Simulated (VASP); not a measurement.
An input for Ansatz (written as the equivalent of a VASP run, and not itself run):

Ansatz 0.2 input:
```yaml
crystal:
  lattice:
    - [0.0000000, 2.5793268, 2.5793268]
    - [2.5793268, 0.0000000, 2.5793268]
    - [2.5793268, 2.5793268, 0.0000000]
  atoms:
    - { symbol: B, position: [0.0000000, 0.0000000, 0.0000000] }
    - { symbol: Bi, position: [0.2500000, 0.2500000, 0.2500000] }
kpoints:
  mp_grid: { grid: [9, 9, 9] }
hamiltonian:
  xc: pbesol
  pseudopotentials: { kind: paw }
scf:
  occupations: { method: gaussian, width: 0.05 }
  max_iter: 100
relax:
  max_steps: 40
  f_tol: 0.02
  cell: { p_target: 20 }
output: { forces: true, stress: true, eigenvalues: true }
```

### Question
Translate this input to VASP (INCAR, KPOINTS, POSCAR, choice of POTCAR).

### Answer
This is not unique; one that fits is 
File KPOINTS:
```
Automatic mesh
0
Gamma
9 9 9
0 0 0
```

**POSCAR**
```
BBi
1
    0.0000000000     2.5793268076     2.5793268076
    2.5793268076     0.0000000000     2.5793268076
    2.5793268076     2.5793268076     0.0000000000
B Bi
1 1
Direct
  0.0000000000   0.0000000000   0.0000000000
  0.2500000000   0.2500000000   0.2500000000
```

### INCAR
```
SYSTEM  =  BBi
PREC  =  Accurate; ENCUT  =  620; LREAL  =  .FALSE.
LASPH  =  .TRUE.
EDIFF  =  1E-6; NELM  =  100; ALGO  =  Normal
LMAXMIX  =  4
ISMEAR  =  0; SIGMA  =  0.05
GGA  =  PS
IBRION  =  2; NSW  =  40; ISIF  =  3
EDIFFG  =  -0.02; PSTRESS  =  200
LWAVE  =  .FALSE.; LCHARG  =  .FALSE.
```

POTCAR, in this order: B Bi_d (PBE.64 set). Program: vasp_std.

Limits of the translation: each code has its own PAW files, so the cut-off isn't converted (ENCUT is set for VASP's; basis.ecutwfc is left out, and Ansatz then takes the one that its files recommend); Ansatz stops its SCF on the density residual and VASP on the energy change (EDIFF).

The structure was generated: BBi was put into the zinc blende type (F-43m), which need not be its known phase. It was relaxed first under an external pressure of 20 GPa.
